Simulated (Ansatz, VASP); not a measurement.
# Cross-check of TiH between VASP and Ansatz, part 2 of 2

Aim: how closely do two programs agree when they are given the same cell, functional and k mesh? The cell is taken from a series of runs on this material, whose earlier steps may have relaxed, scaled, displaced or heated it; both programs get it as it stands.

VASP 6.6.1 and Ansatz 0.2.0.

So far: Starting point; VASP: zone-centre phonons, LDA.

## 3. Ansatz: zone-centre phonons, LDA

Level of this step: Ansatz beside VASP: Kohn-Sham DFT, plane waves, LDA (Ansatz).

Ansatz runs on its default PAW (the set named soft_2) files.

The same cell, functional (in two slightly different forms), mesh and smearing now go to Ansatz, which takes its cutoff from its data sets.

The input, input.yaml:

```yaml
crystal:
  lattice:
    - [0.0, 2.0718803022, 2.0718803022]
    - [2.0718803022, 0.0, 2.0718803022]
    - [2.0718803022, 2.0718803022, 0.0]
  atoms:
    - { symbol: Ti, position: [0.0, 0.0, 0.0] }
    - { symbol: H, position: [0.5, 0.5, 0.5] }
kpoints:
  mp_grid: { grid: [16, 16, 16] }
hamiltonian:
  xc: lda
scf:
  occupations: { method: methfessel_paxton, width: 0.15 }
output:
  eigenvalues: true
phonons:
  method: dfpt
  qmesh: [4, 4, 4]
  temperatures: { t_max: 1000, t_step: 50 }
  qpath:
    path:
      - [[0.0, 0.0, 0.0], [0.5, 0.0, 0.5], [0.625, 0.25, 0.625]]
      - [[0.375, 0.375, 0.75], [0.0, 0.0, 0.0], [0.5, 0.5, 0.5], [0.5, 0.25, 0.75], [0.5, 0.0, 0.5]]
    npoints: 10
```

Started as:

```console
$ ansatz run input.yaml --threads 4 --pin off --max-ram 7168MiB --backend cpu --events-out ev --progress --plain --runs-dir out
```

Numbers of over 12 decimals in the logs are rounded to 6 here.

Output:

```text
Engine: ansatz 0.2.0, aarch64-unknown-linux-gnu
Pseudopotentials: kind: paw
Pseudopotential: Ti, paw, valence charge 12, recommended cutoff 420 eV (normal), Ti.paw.azcp
Pseudopotential: H, paw, valence charge 1, recommended cutoff 420 eV (normal), H.paw.azcp
Functional definition: SPW92
  exchange = slater_x
  correlation = pw_c
Crystal: 2 atoms, lattice volume = 17.788 Å³
Basis set: ecut = 420 eV, 331 PW (Γ), exchange–correlation on 40×40×40 points (8 copies of the dense FFT grid, shifted against one another)
Bands: 11, of which v1, the nominal top of the filled ones, is band 7 counted from 1 (6 counted from 0)
Symmetry: 48 space group operations
k-points: 145 of 4096
Non-local potential: Ti, projectors of the file, l = 0: 3, l = 1: 2, l = 2: 3, l = 3: 1
Non-local potential: H, projectors of the file, l = 0: 2, l = 1: 1
PAW form: soft (Blöchl's): semilocal exchange-correlation on the pseudo side does not see the compensation charge
PAW frozen core: Ti, regenerated for the run's functional, and the local potential with it (the file was generated under x = pbe(κ = 0.804, μ = 0.219515), c = pbe(β = 0.066725))
PAW one-centre angular grid: Ti, 590 points (default); XC on 64 Gauss nodes
PAW one-centre angular grid: H, 110 points (default); XC on 64 Gauss nodes
Initial density: superposition of atomic densities (neutral atoms: chi_scale 0, normalization atom), corrected by the library's trained network
Initial wavefunctions: pseudopotential atomic-orbital guess
Functional: x = slater, c = lda
SCF iter   1: F=—  HF=-2466.776020 eV  |F-HF|=—  |Δ(HF+E_count)|=         —  Δρ=1.04e-2  dr2=1.44e-2  ethr=1.77e-3  ⟨swp⟩=4.3  Hψ=8255  notcnv=0
preconditioner: auto → none  [metal: Δε(μ)=0.017 eV  Ē_g=6.702 eV  σ=0.150 eV  W_gap=0.09  n_scr=0 (ndim 8)  ℏωp=19.7 eV  f_vac=0.000  D(μ)=1.79/eV (n_scr^D=14)]
SCF iter   2: F=—  HF=-2466.770455 eV  |F-HF|=—  |Δ(HF+E_count)|=   5.57e-3  S|Δr|=    0.00e0  Δρ=3.36e-3  dr2=1.36e-3  ethr=1.11e-4  ⟨swp⟩=1.0  Hψ=2755  notcnv=0
SCF iter   3: F=—  HF=-2466.769997 eV  |F-HF|=—  |Δ(HF+E_count)|=   4.58e-4  S|Δr|=    0.00e0  Δρ=6.31e-4  dr2=3.78e-5  ethr=1.04e-5  ⟨swp⟩=2.0  Hψ=1720  notcnv=0
SCF iter   4: F=—  HF=-2466.769992 eV  |F-HF|=—  |Δ(HF+E_count)|=   4.24e-6  S|Δr|=    0.00e0  Δρ=2.43e-4  dr2=6.90e-6  ethr=2.90e-7  ⟨swp⟩=2.2  Hψ=2332  notcnv=0
SCF iter   5: F=—  HF=-2466.769989 eV  |F-HF|=—  |Δ(HF+E_count)|=   3.47e-6  S|Δr|=    0.00e0  Δρ=8.99e-5  dr2=8.86e-7  ethr=5.31e-8  ⟨swp⟩=2.5  Hψ=2183  notcnv=0
SCF iter   6: F=—  HF=-2466.769988 eV  |F-HF|=—  |Δ(HF+E_count)|=   4.02e-7  S|Δr|=    0.00e0  Δρ=1.66e-5  dr2=2.83e-8  ethr=6.81e-9  ⟨swp⟩=2.8  Hψ=2481  notcnv=0
SCF iter   7: F=—  HF=-2466.769988 eV  |F-HF|=—  |Δ(HF+E_count)|=   8.40e-9  S|Δr|=    0.00e0  Δρ=1.56e-6  dr2=2.50e-10  ethr=2.18e-10  ⟨swp⟩=2.2  Hψ=2314  notcnv=0
SCF iter   8: F=-2466.769988 eV  HF=-2466.769988 eV  |F-HF|=4.55e-13  |Δ(HF+E_count)|=  8.05e-11  S|Δr|=    0.00e0  Δρ=8.70e-8  dr2=6.52e-13  ethr=1.00e-12  ⟨swp⟩=3.6  Hψ=6694  notcnv=0
SCF 1 converged in 8 iterations: F = -2466.769988 eV  dr2 = 6.52e-13
  greatest PAW one-centre occupation: 0.999 electrons in one spin orbital (limit 2), on the Ti atom at site 0 (counted from 0), in its partial waves of l = 0
phonons: the bands overlap, so this run is a metal and interpolates without the dipole-dipole term. If the crystal is really an insulator or semiconductor, its LO-TO splitting is missing
NSCF: frozen V_eff on 145 k-points
NSCF: frozen V_eff on 349 k-points
DFPT response loops at q = (0, 0, 0) (fractional): preconditioner auto → Kerker (q_TF=auto, 2.589 Å⁻¹) (partly filled bands, converged f_vac=0.000); β = 1.00, the filter's whole step (`scf.mixing.beta` (0.50) is not read by the response loops under this deck's `scf.mixing.preconditioner`; to damp them name `kerker` or `kerker_dos`, under which they read `scf.mixing.beta`, and type it under 1.00, their step now; both keys bind the ground state too); Broyden in place of MSR1
NSCF: frozen V_eff on 4352 k-points
DFPT response loops at q = (0, 0, 0.25) (fractional): mixed as the last ones told, above
NSCF: frozen V_eff on 2196 k-points
DFPT response loops at q = (0, 0, -0.5) (fractional): mixed as the last ones told, above
NSCF: frozen V_eff on 2320 k-points
DFPT response loops at q = (0, 0.25, 0.25) (fractional): mixed as the last ones told, above
NSCF: frozen V_eff on 8192 k-points
DFPT response loops at q = (0, 0.25, -0.5) (fractional): mixed as the last ones told, above
NSCF: frozen V_eff on 4352 k-points
DFPT response loops at q = (0, 0.25, -0.25) (fractional): mixed as the last ones told, above
NSCF: frozen V_eff on 1242 k-points
DFPT response loops at q = (0, -0.5, -0.5) (fractional): mixed as the last ones told, above
NSCF: frozen V_eff on 2320 k-points
DFPT response loops at q = (0.25, -0.5, -0.25) (fractional): mixed as the last ones told, above
SCF converged after 8 iterations
Stability not checked: this state was not tested for a lower state beside it, because cold or Methfessel-Paxton smearing, or corrected tetrahedra, fill the levels in a way that the test cannot read (fill_not_monotonic; see scf.lower_state_search)
Free energy (F): -2466.769988 eV
Harris-Foulkes:  -2466.769988 eV  (|F-HF|=4.55e-13)
Internal energy: -2466.770864 eV  (E = F + TS)
E sigma→0 (E₀):  -2466.770207 eV
Entropy (-TS):   0.000875 eV (0.438 meV/atom)
Fermi energy:    13.775750 eV
--- Per-component energies (eV) ---
  E_band       = -144.324944
  E_kinetic    = 288.405575
  E_local      = -785.129748  (includes V_loc(G=0)·N_el)
  E_nonlocal   = 13.514585
  E_hartree    = 323.257548
  E_xc         = -106.786787
  E_vxc        = -134.878033  (∫ρ·V_xc dr)
  E_paw        = -999.809861  (= ΣΔE_a)
  E_vpaw       = -172.751269  (= ΣTr[D̂ρ^β])
  E_aug_tail   = -0.001124  (compensation charges beyond the density's cutoff)
  E_ewald      = -1200.547001
  E_core_change = 0.325950  (= ΣΔE_core)
  E_smearing   = 0.000875  (= −TS)
  E_closure    = 0.000000  (closes the sum)
  Σ components = -2466.769988   (vs F -2466.769988, Δ=0.00e0)
--- Band table (eV; the first three rows and the last of 145) ---
  k-point 0: bands = [... 3 lower, -18.5091, 4.2689, 14.4627, 14.4627, 14.4627, 15.9612, 15.9612, 24.7824]
  k-point 1: bands = [... 3 lower, -18.5123, 4.3820, 14.3752, 14.5077, 14.5077, 15.9193, 15.9193, 24.2830]
  k-point 2: bands = [... 3 lower, -18.5214, 4.7138, 14.1213, 14.6116, 14.6116, 15.8351, 15.8351, 23.2316]
  k-point 144: bands = [... 3 lower, -18.7647, 7.7096, 13.0220, 13.0220, 15.2716, 17.5443, 19.9805, 21.1888]
--- Phonons (Γ-DFPT): 2 representative perturbations + reference (Σ response iterations 7) ---
  ASR residual: 5.212e-6 → 0.000e0 eV/Å²; symmetrization residual: 8.636e-7 eV/Å²
  ASR residual per site (eV/Å²): 3.32e-6 5.21e-6
  Γ frequencies (cm⁻¹): 0.00 0.00 0.00 909.27 909.27 909.27
--- Phonons (arbitrary-q DFPT): 8 irreducible q on the 4×4×4 mesh ---
  q = [0.0000, 0.0000, 0.0000] (star 1, of the zone-centre solve; hermiticity 5.75e-7, symmetrization 5.61e-13): -0.00 -0.00 0.00 909.27 909.27 909.27
  q = [0.0000, 0.0000, 0.2500] (star 8, 2 solved perturbations on 2176 of 4096 k-point pairs; hermiticity 3.53e-7, symmetrization 3.56e-8): 55.11 55.11 196.31 893.24 913.66 913.66
  q = [0.0000, 0.0000, -0.5000] (star 4, 2 solved perturbations on 1098 of 4096 k-point pairs; hermiticity 5.57e-9, symmetrization 2.78e-9): 153.94 153.94 306.02 848.10 923.94 923.94
  q = [0.0000, 0.2500, 0.2500] (star 6, 4 solved perturbations in 3616 linear systems a pass and spin channel, the states on 1160 of 4096 k-point pairs; hermiticity 2.08e-7, symmetrization 3.66e-8): 125.87 125.87 134.23 892.72 892.72 941.41
  q = [0.0000, 0.2500, -0.5000] (star 24, 4 solved perturbations in 12544 linear systems a pass and spin channel, the states on 4096 of 4096 k-point pairs; hermiticity 9.73e-8, symmetrization 4.10e-8): 150.07 169.77 255.25 894.02 909.43 923.33
  q = [0.0000, 0.2500, -0.2500] (star 12, 4 solved perturbations in 6672 linear systems a pass and spin channel, the states on 2176 of 4096 k-point pairs; hermiticity 2.07e-7, symmetrization 9.56e-8): 70.77 167.00 250.58 877.43 918.69 928.70
  q = [0.0000, -0.5000, -0.5000] (star 3, 4 solved perturbations in 1940 linear systems a pass and spin channel, the states on 621 of 4096 k-point pairs; hermiticity 8.58e-8, symmetrization 4.87e-9): 207.86 207.86 217.53 905.03 905.03 916.32
  q = [0.2500, -0.5000, -0.2500] (star 6, 4 solved perturbations in 3498 linear systems a pass and spin channel, the states on 1160 of 4096 k-point pairs; hermiticity 1.25e-7, symmetrization 2.31e-8): 189.77 200.05 200.05 891.33 891.33 942.28
  sum rule: each row above includes the acoustic sum rule's correction from the zone centre's row sums; it moved no ω² by more than (1.19 cm⁻¹)²
  mesh force constants: q→R imaginary residual 1.23e-18; ASR residual 5.212e-6 → 0.000e0 eV/Å²; symmetrization residual 4.441e-15 eV/Å²
  interpolated dispersion: 62 rows × 6 modes
  density of states and harmonic sums: on the 28×28×28 q-mesh, interpolated from the force constants of a 4×4×4 supercell (no non-analytic term)
  largest difference from the sums on the solved wave vectors: F 1.67e-2 eV, S 2.26e-5 and C_V 6.55e-6 eV/K
  zero-point energy: 0.200095 eV/cell   skipped modes (ω ≤ 0): 89, of them read as no rigid motion or as one in doubt: 86 (1.152e-1 modes/cell left out, lowest -74.98 cm⁻¹)   left out of the sums: 1.92e-2 of the cell's modes: C_V's classical limit lies that fraction below 3 k_B per atom; for a crystal, a wire or a layer, F and S can be off by more, and a phonons.interpolated_qmesh denser along its periods is the remedy for the sampling
```

In the SCF lines HF is the Harris–Foulkes energy and dr2 the Hartree energy of the density residual, in eV; the loop may stop once dr2 is under the threshold and the program's other checks hold. Hψ counts applications of the Hamiltonian.

## 4. Differences

Known differences besides the potentials themselves: the two LDA forms differ slightly; VASP's run holds the zone centre alone; the cutoff is 420 eV in Ansatz and 500 eV in VASP; VASP's log shows a relativistic correction to its local exchange, Ansatz's none. Total energies have different zeros and are not compared.

Compared:

| quantity | Ansatz | VASP | difference |
| --- | --- | --- | --- |
| optical mode 1 to 3 (cm⁻¹) | 909.3 | 919.5 | -1.11 % |

Modes are paired by rising frequency, not by their patterns, so a pair may set unlike modes beside each other; they are those without the splitting of longitudinal modes.

## 5. What came out

| Property | Result |
| --- | --- |
| r.m.s. difference of the optical zone-centre modes, each program's sorted by frequency (zone-centre phonons, LDA) | 10 cm⁻¹ |
| difference in optical mode 1 to 3 (zone-centre phonons, LDA) | -1.1 % |

What this shows: The r.m.s. difference of the optical zone-centre modes, each program's sorted by frequency is 10 cm⁻¹ (zone-centre phonons, LDA). Among the rows given in per cent, the largest difference of the zone-centre phonons, LDA pair is in optical mode 1 to 3, -1.1 %. How closely two codes agree says nothing of how well the functional describes the real material.

[Lines on the potential files, build, host, timing and source positions are cut from VASP's logs without a mark.]

[Logs are printed without paths, hosts, clocks, repeated set-up lines and the standing remarks that a program may print on its own settings, such as how far it seeks lower states.]

[Hosts, paths, dates, database ids (printed as entryN), source tags and the programs' standing remarks are cut or masked in the printed files.]
